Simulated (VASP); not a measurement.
Method: AM05 GGA, VASP's PBE PAW potentials (set 64) (plane waves; VASP).

A VASP calculation is set up with these files.

File POSCAR:
```
Cd
1.0
  1.5016381981  -2.6009139515   0.0000000000
  1.5016381981   2.6009139515   0.0000000000
  0.0000000000   0.0000000000   5.5587890763
Cd
2
Direct
  0.3333330000   0.6666670000   0.2500000000
  0.6666670000   0.3333330000   0.7500000000
```

### INCAR
```
# general
SYSTEM   =  Cd
PREC     =  Accurate
ENCUT    =  520
LREAL    =  .False.   # projection in real space or not
LASPH    =  .True.

# electronic loop
EDIFF    =  1E-7
NELM     =  100   # most electronic steps
ALGO     =  Normal
LMAXMIX  =  4

# smearing
ISMEAR   =  1   # Methfessel-Paxton
SIGMA    =  0.1

# functional
GGA      =  AM

# ions
IBRION   =  2   # conjugate gradients
NSW      =  30   # most ionic steps
ISIF     =  4   # ions and shape, fixed volume
EDIFFG   =  -0.01   # ionic stop

# output
LWAVE    =  .False.
LCHARG   =  .False.
```

File KPOINTS:
```
Automatic mesh
0
Gamma
14 14 7
0 0 0
```

POTCAR, in this order: Cd (PBE.64 set). Program: vasp_std.

Output of the run:

File OSZICAR:
```
       N       E                     dE             d eps       ncg     rms          rms(c)
DAV:   1     0.166301938631E+03    0.16630E+03   -0.13378E+04  3072   0.151E+03
DAV:   2     0.147131845746E+01   -0.16483E+03   -0.16133E+03  3136   0.372E+02
DAV:   3    -0.197848340668E+01   -0.34498E+01   -0.34446E+01  3784   0.639E+01
DAV:   4    -0.198237749252E+01   -0.38941E-02   -0.38940E-02  3512   0.194E+00
DAV:   5    -0.198238785249E+01   -0.10360E-04   -0.10360E-04  3952   0.925E-02    0.434E+00
DAV:   6    -0.185112014552E+01    0.13127E+00   -0.38923E-01  3216   0.821E+00    0.349E+00
DAV:   7    -0.184431099411E+01    0.68092E-02   -0.33575E-02  3456   0.190E+00    0.185E+00
DAV:   8    -0.184401951697E+01    0.29148E-03   -0.35579E-03  3320   0.868E-01    0.968E-02
DAV:   9    -0.184404885169E+01   -0.29335E-04   -0.25683E-05  3960   0.616E-02    0.400E-02
DAV:  10    -0.184408533147E+01   -0.36480E-04   -0.30951E-05  3408   0.677E-02    0.373E-03
DAV:  11    -0.184408524179E+01    0.89679E-07   -0.54286E-08  3168   0.262E-03
   1 F= -.18440852E+01 E0= -.18440103E+01  d E =-.184409E+01
       N       E                     dE             d eps       ncg     rms          rms(c)
DAV:   1    -0.184454090393E+01   -0.45557E-03   -0.18047E-02  3280   0.124E+00    0.952E-02
DAV:   2    -0.184428157327E+01    0.25933E-03   -0.15959E-04  3288   0.182E-01    0.551E-02
DAV:   3    -0.184415769815E+01    0.12388E-03   -0.22803E-04  3360   0.153E-01    0.162E-02
DAV:   4    -0.184415942145E+01   -0.17233E-05   -0.18598E-05  3392   0.607E-02    0.141E-02
DAV:   5    -0.184415941471E+01    0.67412E-08   -0.53467E-08  2528   0.401E-03
   2 F= -.18441594E+01 E0= -.18440999E+01  d E =-.741729E-04
       N       E                     dE             d eps       ncg     rms          rms(c)
DAV:   1    -0.184778612849E+01   -0.36267E-02   -0.16265E-01  3256   0.371E+00    0.287E-01
DAV:   2    -0.184542906861E+01    0.23571E-02   -0.14385E-03  3224   0.547E-01    0.166E-01
DAV:   3    -0.184430651029E+01    0.11226E-02   -0.20510E-03  3368   0.460E-01    0.486E-02
DAV:   4    -0.184432222167E+01   -0.15711E-04   -0.16873E-04  3296   0.183E-01    0.423E-02
DAV:   5    -0.184432211891E+01    0.10276E-06   -0.41928E-07  3680   0.104E-02    0.196E-02
DAV:   6    -0.184432197507E+01    0.14384E-06   -0.10032E-06  3320   0.685E-03    0.129E-02
DAV:   7    -0.184432198262E+01   -0.75524E-08   -0.27591E-08  1656   0.192E-03
   3 F= -.18443220E+01 E0= -.18443168E+01  d E =-.236741E-03
       N       E                     dE             d eps       ncg     rms          rms(c)
DAV:   1    -0.185846000993E+01   -0.14138E-01   -0.65107E-01  3256   0.743E+00    0.577E-01
DAV:   2    -0.184889860532E+01    0.95614E-02   -0.57496E-03  3224   0.109E+00    0.333E-01
DAV:   3    -0.184431975508E+01    0.45789E-02   -0.82180E-03  3336   0.934E-01    0.973E-02
DAV:   4    -0.184438731573E+01   -0.67561E-04   -0.70206E-04  3328   0.371E-01    0.866E-02
DAV:   5    -0.184438695410E+01    0.36164E-06   -0.17870E-06  3576   0.166E-02    0.383E-02
DAV:   6    -0.184438673744E+01    0.21666E-06   -0.20897E-06  3328   0.111E-02    0.257E-02
DAV:   7    -0.184438664936E+01    0.88080E-07   -0.97717E-08  1912   0.355E-03
   4 F= -.18443866E+01 E0= -.18444763E+01  d E =-.301408E-03
```

File OUTCAR:
```
------------------------ aborting loop because EDIFF is reached ----------------------------------------
  FORCE on cell =-STRESS in cart. coord.  units (eV):
  Direction    XX          YY          ZZ          XY          YZ          ZX
  --------------------------------------------------------------------------------------
  Total       -0.4424635     -0.4424636     -0.4469747     -0.0000000      0.0000000      0.0000000
  in kB      -16.3262551    -16.3262582    -16.4927091     -0.0000000      0.0000000      0.0000000
  external PRESSURE =     -16.3817408 kB  Pullay stress =       0.0000000 kB
  volume of cell :       43.42
      direct lattice vectors                 reciprocal lattice vectors
     1.510128036 -2.615618733 -0.000000000     0.331097753 -0.191159359 -0.000000000
     1.510128036  2.615618733 -0.000000000     0.331097753  0.191159359 -0.000000000
     0.000000000  0.000000000  5.496462600     0.000000000  0.000000000  0.181935196
 POSITION                                       TOTAL-FORCE (eV/Angst)
 -----------------------------------------------------------------------------------
      1.51013      0.87187      1.37412         0.000000      0.000000      0.000000
      1.51013     -0.87187      4.12235        -0.000000     -0.000000      0.000000
 -----------------------------------------------------------------------------------
    total drift:                               -0.000000      0.000199      0.000002
  FREE ENERGIE OF THE ION-ELECTRON SYSTEM (eV)
  ---------------------------------------------------
  free  energy   TOTEN  =        -1.8443866494 eV

  energy  without entropy=       -1.8446556820  energy(sigma->0) =       -1.84447633

 reached required accuracy - stopping structural energy minimisation
```
(Selected blocks of OUTCAR.)

**CONTCAR**
```
Cd
   1.00000000000000
     1.5101280363911036   -2.6156187326626057   -0.0000000000000000
     1.5101280363911032    2.6156187326626057   -0.0000000000000000
     0.0000000000000000    0.0000000000000000    5.4964626000166570
  Cd
     2
Direct
     0.3333330000000032    0.6666669999999968    0.2500000000000000
     0.6666669999999968    0.3333330000000032    0.7500000000000000
```

The compound is Cd in the hcp structure. This cell is one point of a volume scan, at 1.03 of the reference volume. Symmetry was kept, so distortions that lower it aren't found.
